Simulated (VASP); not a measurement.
All values below come from r2SCAN meta-GGA, VASP's PBE PAW potentials (set 64) (plane waves; VASP).

The input files of a VASP run:

INCAR:
```
! general
SYSTEM  = CdSe
PREC    = Accurate
ENCUT   = 520
LREAL   = .FALSE.   ! projection in real space or not
LASPH   = .TRUE.

! electronic loop
EDIFF   = 1E-6   ! SCF stop (eV)
NELM    = 100   ! most electronic steps
ALGO    = Normal   ! blocked Davidson
LMAXMIX = 4   ! l cut-off of mixed one-centre charges
LMIXTAU = .TRUE.

! smearing
ISMEAR  = 0
SIGMA   = 0.05

! functional
METAGGA = R2SCAN

! ions
IBRION  = 2
NSW     = 60
ISIF    = 3
EDIFFG  = -0.01

! output
LWAVE   = .FALSE.
LCHARG  = .FALSE.
```

KPOINTS:
```
Automatic
0
G
 7 7 7
```

POSCAR:
```
CdSe
1
    0.0000000000     3.0713735527     3.0713735527
    3.0713735527     0.0000000000     3.0713735527
    3.0713735527     3.0713735527     0.0000000000
Cd Se
1 1
Direct
  0.0000000000   0.0000000000   0.0000000000
  0.2500000000   0.2500000000   0.2500000000
```

POTCAR, in this order: Cd Se (PBE.64 set). Program: vasp_std.

The run wrote:

OSZICAR:
```
       N       E                     dE             d eps       ncg     rms          rms(c)
DAV:   1     0.748002073469E+02    0.74800E+02   -0.89903E+03   536   0.125E+03
DAV:   2    -0.359355088633E+02   -0.11074E+03   -0.10583E+03   585   0.291E+02
DAV:   3    -0.407788361253E+02   -0.48433E+01   -0.48270E+01   620   0.640E+01
DAV:   4    -0.408037266469E+02   -0.24891E-01   -0.24889E-01   560   0.458E+00
DAV:   5    -0.408038710064E+02   -0.14436E-03   -0.14436E-03   605   0.329E-01    0.585E+00
DAV:   6    -0.358375318612E+02    0.49663E+01   -0.38368E+00   520   0.305E+01    0.788E+00
DAV:   7    -0.358666441175E+02   -0.29112E-01   -0.37105E-01   520   0.779E+00    0.435E+00
DAV:   8    -0.357930177190E+02    0.73626E-01   -0.36393E-01   525   0.549E+00    0.744E-01
DAV:   9    -0.359107152759E+02   -0.11770E+00   -0.11036E-01   525   0.321E+00    0.531E-01
DAV:  10    -0.358982124843E+02    0.12503E-01   -0.12505E-02   520   0.114E+00    0.335E-01
DAV:  11    -0.359137918725E+02   -0.15579E-01   -0.15781E-02   520   0.130E+00    0.888E-02
DAV:  12    -0.359148864839E+02   -0.10946E-02   -0.93498E-04   570   0.316E-01    0.103E-01
DAV:  13    -0.359149108985E+02   -0.24415E-04   -0.32599E-04   530   0.197E-01    0.163E-02
DAV:  14    -0.359152374356E+02   -0.32654E-03   -0.16660E-04   540   0.139E-01    0.421E-03
DAV:  15    -0.359152405418E+02   -0.31062E-05   -0.19970E-05   575   0.443E-02    0.349E-03
DAV:  16    -0.359152406604E+02   -0.11859E-06   -0.15188E-05   530   0.409E-02    0.336E-03
DAV:  17    -0.359152448203E+02   -0.41599E-05   -0.19314E-06   493   0.146E-02    0.626E-04
DAV:  18    -0.359152466847E+02   -0.18643E-05   -0.10584E-06   390   0.111E-02    0.261E-04
DAV:  19    -0.359152466446E+02    0.40056E-07   -0.46119E-08   265   0.214E-03
   1 F= -.35915247E+02 E0= -.35915247E+02  d E =-.359152E+02
```

**OUTCAR**
```
------------------------ aborting loop because EDIFF is reached ----------------------------------------
  FORCE on cell =-STRESS in cart. coord.  units (eV):
  Direction    XX          YY          ZZ          XY          YZ          ZX
  --------------------------------------------------------------------------------------
  Total        0.0025235      0.0025235      0.0025235     -0.0000000      0.0000000     -0.0000000
  in kB        0.0697732      0.0697732      0.0697732     -0.0000000      0.0000000     -0.0000000
  external PRESSURE =       0.0697732 kB  Pullay stress =       0.0000000 kB
  volume of cell :       57.95
      direct lattice vectors                 reciprocal lattice vectors
     0.000000000  3.071373553  3.071373553    -0.162793614  0.162793614  0.162793614
     3.071373553  0.000000000  3.071373553     0.162793614 -0.162793614  0.162793614
     3.071373553  3.071373553  0.000000000     0.162793614  0.162793614 -0.162793614
  FREE ENERGIE OF THE ION-ELECTRON SYSTEM (eV)
  ---------------------------------------------------
  free  energy   TOTEN  =       -35.9152466446 eV

  energy  without entropy=      -35.9152466446  energy(sigma->0) =      -35.91524664

 reached required accuracy - stopping structural energy minimisation
```
(Selected blocks of OUTCAR.)

The compound is CdSe in the zinc blende structure, whereas wurtzite is the usual form. It was relaxed first. The start is the result of an earlier pass.
